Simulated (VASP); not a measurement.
Energy against volume of SrO (rock salt). Computed with PBE0 hybrid, VASP's PBE PAW potentials (set 64) (plane waves; VASP).

```tsv
V (Å³/atom)	E (eV/atom)
16.038	-7.35247
16.567	-7.37147
17.096	-7.37888
17.625	-7.37643
18.153	-7.36574
```

Q: Fit a third-order Birch-Murnaghan equation of state.

A: 
- volume per atom = 17.22 Å^3/atom
- bulk modulus = 92.9 GPa
- pressure derivative of the bulk modulus = 4.49
- lattice constant a = 0.5164 nm

Measured: bulk modulus 91.0 GPa at 300 K (computed value off by +2.1 %), a 5.160 Å at 300 K (computed value off by +0.1 %), as given by Juan A. Santana et al., The Journal of Chemical Physics (2016), arXiv:1608.06321. The calculation is for a static lattice, while the measured bulk modulus, a hold thermal and zero-point effects, which are part of the difference.

The compound is SrO in the rock salt structure. It was relaxed first. The cell's shape comes from a PBE relaxation.
